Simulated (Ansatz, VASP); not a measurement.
ZrZn in VASP and in Ansatz

```
Zr Zn
1.0
     3.26083    0.00000    0.00000
     0.00000    3.26083    0.00000
     0.00000    0.00000    3.26083
Zr Zn
1 1
Cartesian
  1.6304 1.6304 1.6304
  0.0000 0.0000 0.0000
```

Alike in both runs: functional LDA; k mesh 12 × 12 × 12; occupations fermi-dirac, width 0.15 eV; no spin polarisation.

Ansatz relaxed the structure, and its values are those at the end. VASP's run is a single point on that final structure, the one shown.

|  | VASP | Ansatz |
| --- | --- | --- |
| version | VASP 6.6.1 | Ansatz 0.2.0 |
| potentials or method | VASP PAW LDA potentials, release 64 (Zr_sv, Zn) | scalar-relativistic, plane waves, PAW |
| plane-wave cutoff (eV) | 520 | 420 |
| valence electrons in the cell | 24 | 24 |

|  | VASP | Ansatz | Ansatz less VASP |
| --- | --- | --- | --- |
| gap on the k mesh at the Fermi level (eV) | none | none | - |
| pressure (GPa) | 0.4 | 0.0 | -0.40 |

A gap of «none» marks a metal or a gap that the smearing closes.
